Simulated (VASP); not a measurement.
The system is TiO2 (Anatase).

```xyz
6
Lattice="-1.8921 1.8921 4.7573 1.8921 -1.8921 4.7573 1.8921 1.8921 -4.7573" Properties=species:S:1:pos:R:3 pbc="T T T"
Ti    0.0000    1.8921    2.3786
Ti    0.0000    0.0000    0.0000
O     0.0000    0.0000    7.5346
O     0.0000    1.8921    0.3987
O     0.0000    1.8921    4.3586
O     0.0000    0.0000    1.9800
```

Base run:

| Item | Value |
| --- | --- |
| Program | VASP 6.6.1 |
| Functional | PBE |
| Potentials or basis | VASP PAW PBE potentials, release 64 (Ti_sv, O) |
| Cutoff | 520 eV |
| k mesh | 8 × 8 × 10 |
| Occupations | gaussian, width 0.02 eV |
| Spin | no spin polarisation |

Its results: band gap on the k mesh 2.11 eV, indirect (least direct gap 2.51 eV).

Question: After a change of settings the same cell gave: band gap on the k mesh 2.22 eV, indirect (least direct gap 2.46 eV). Which change was it?
A. functional from PBE to TB-mBJ; further incar settings from ALGO = Fast; EDIFF = 1e-06; NBANDS = 33 to ALGO = Normal; EDIFF = 1e-06; NBANDS = 33
B. k mesh from 8 × 8 × 10 to 3 × 3 × 3
C. functional from PBE to LDA; potentials or basis from VASP PAW PBE potentials, release 64 (Ti_sv, O) to VASP PAW LDA potentials, release 64 (Ti_sv, O)
D. functional from PBE to r2SCAN; further incar settings from ALGO = Fast; EDIFF = 1e-06; NBANDS = 33 to ALGO = Normal; EDIFF = 1e-06; NBANDS = 33

Answer: B.

Caveats: some runs use coarse meshes; an odd mesh through Γ misses points on the zone boundary, where band edges often lie (some runs).
